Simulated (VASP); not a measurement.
Data:

```
CELL_PARAMETERS angstrom
     -2.09535     2.09535     5.05395
      2.09535    -2.09535     5.05395
      2.09535     2.09535    -5.05395
ATOMIC_POSITIONS crystal
  Tb 0.00000 0.00000 0.00000
  Ge 0.61893 0.61893 0.00000
  Ge 0.38107 0.38107 0.00000
  Pd 0.75000 0.25000 0.50000
  Pd 0.25247 0.75247 0.50000
```

Calculation: PBEsol GGA, VASP's PBE PAW potentials (set 64) (plane waves; VASP). Run with 480 eV cut-off, 10×10×10 Γ-centred mesh, first-order Methfessel-Paxton smearing of 0.10 eV, potentials Tb_3 Ge_d Pd.

The 4f electrons are frozen in the core of the lanthanide potential, so 4f levels, which can set the real gap, and their magnetism are missing.

Task: Give the force on each atom (eV/Å).

Result: 
```json
[
 {"atom": "Tb1", "Fx": "0.000", "Fy": "0.000", "Fz": "0.039"},
 {"atom": "Ge2", "Fx": "0.000", "Fy": "0.000", "Fz": "0.079"},
 {"atom": "Ge3", "Fx": "0.000", "Fy": "0.000", "Fz": "0.057"},
 {"atom": "Pd4", "Fx": "0.000", "Fy": "0.000", "Fz": "-0.037"},
 {"atom": "Pd5", "Fx": "0.000", "Fy": "0.000", "Fz": "-0.139"}
]
```

Task: Give the stress tensor in GPa (positive for a compressed cell).

Result: 
```
0.79  0.00  0.00
0.00  0.22  0.00
0.00  0.00  0.36
```
The pressure is its mean diagonal, 0.46 GPa.

The structure comes from a computed database's Pd2TbGe2 entry (I4/mmm); how it stands against other phases isn't given here. This cell was strained or had an atom moved on purpose. The electron count is odd and the run is not spin-polarised, which forces a metal.
